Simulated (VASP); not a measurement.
Input:

```
Tb
1.0
    1.80125    -3.11985     0.00000
    1.80125     3.11985     0.00000
    0.00000     0.00000     5.61330
Tb
2
Direct
  0.33333   0.66667   0.25000
  0.66667   0.33333   0.75000
```

These are PBE GGA with D4 dispersion, VASP's PBE PAW potentials (set 64) (plane waves; VASP) values and carry that method's errors. Numerical set-up: 520 eV cut-off, Gaussian smearing of 0.050 eV, potentials Tb_3.

The 4f electrons are frozen in the core of the lanthanide potential, so 4f levels, which can set the real gap, and their magnetism are missing.

Task: Give the energies of bands 7 to 12 at the high-symmetry points, in eV from the Fermi level.

Result: 
| band | Γ | M | K | A | L | H |
|---|---|---|---|---|---|---|
| 7 | -4.94 | -1.82 | -0.98 | -3.33 | -1.91 | -0.57 |
| 8 | -2.13 | -1.46 | -0.63 | -3.33 | -1.91 | -0.57 |
| 9 | 1.53 | -0.99 | -0.63 | 1.01 | 0.02 | -0.38 |
| 10 | 1.76 | 0.21 | -0.34 | 1.01 | 0.02 | -0.38 |
| 11 | 1.76 | 1.42 | 1.19 | 1.66 | 1.83 | 0.66 |
| 12 | 2.19 | 1.66 | 1.19 | 1.66 | 1.83 | 0.66 |

It has no gap at this level: it comes out as a metal or semimetal.

The compound is Tb in the hcp structure. It was relaxed first.
